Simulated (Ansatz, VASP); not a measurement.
# BeC3N3: VASP beside Ansatz

```
Be C N
1.0
     3.61351    0.00000    0.00000
     0.00000    3.61351    0.00000
     0.00000    0.00000    3.61351
Be C N
1 3 3
Direct
  0.00000 0.00000 0.00000
  0.50000 0.00000 0.00000
  0.00000 0.50000 0.00000
  0.00000 0.00000 0.50000
  0.50000 0.00000 0.50000
  0.50000 0.50000 0.00000
  0.00000 0.50000 0.50000
```

Change from the starting cell: species swapped into the Ca3AsCl3 type (Pm-3m, No. 221).

Alike in both runs: functional PBE; k mesh 6 × 6 × 6; occupations gaussian, width 0.1 eV; no spin polarisation.

Ansatz relaxed the structure, and its values are those at the end. VASP's run is a single point on that final structure, the one shown.

```csv
,VASP,Ansatz
version,VASP 6.6.1,Ansatz 0.2.0
potentials or method,"VASP PAW PBE potentials, release 64 (Be, C, N)","scalar-relativistic, plane waves, PAW"
plane-wave cutoff (eV),520,420
valence electrons in the cell,29,29
```

Ansatz gave:

- gap on the k mesh at the Fermi level (eV): none
- pressure (GPa): -0.1

Q: What did VASP give for the same quantities?

A: gap on the k mesh at the Fermi level (eV): none; pressure (GPa): 0.0.

A gap of «none» marks a metal or a gap that the smearing closes.
